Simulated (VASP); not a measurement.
KTaO3, 5 atoms in the cell. Symmetry: Pm-3m, No. 221, cubic system. The conventional cell has a = 3.952 Å, b = 3.952 Å, c = 3.952 Å, α = 90.00°, β = 90.00°, γ = 90.00°. K (site symmetry m-3m) is surrounded by 12 O at 2.79 Å. Ta (site symmetry m-3m) has 6 O at 1.98 Å as nearest neighbours. O (site symmetry 4/mmm) has 2 Ta at 1.98 Å as nearest neighbours. The cell was built by a generator and isn't the measured one.

- Program: VASP 6.6.1
- Task: single point
- Functional: LDA
- Potentials or basis: VASP PAW LDA potentials, release 64 (K_sv, Ta_pv, O)
- Cutoff: 520 eV
- k mesh: 8 × 8 × 8
- Occupations: gaussian, width 0.02 eV
- Spin: no spin polarisation
- Dipole correction: no
- Further INCAR settings: ALGO = Fast; EDIFF = 1e-06; NBANDS = 27

Potentials or basis: VASP PAW LDA potentials, release 64 (K_sv, Ta_pv, O).

Launch:

```console
$ cat potpaw_LDA.64/K_sv/POTCAR potpaw_LDA.64/Ta_pv/POTCAR potpaw_LDA.64/O/POTCAR > POTCAR
$ mpirun -np 1 vasp_std > vasp.out
```

Hardware: 1 thread of Intel(R) Xeon(R) Platinum 8559C (Emerald Rapids), on a shared host.

**Question.** How long does it take, and how much memory?

**Answer.** It took 61 s on 1 thread of Intel(R) Xeon(R) Platinum 8559C (Emerald Rapids), on a shared host, peak memory 0.18 GiB. Counts: scf iterations 22, k points 35.
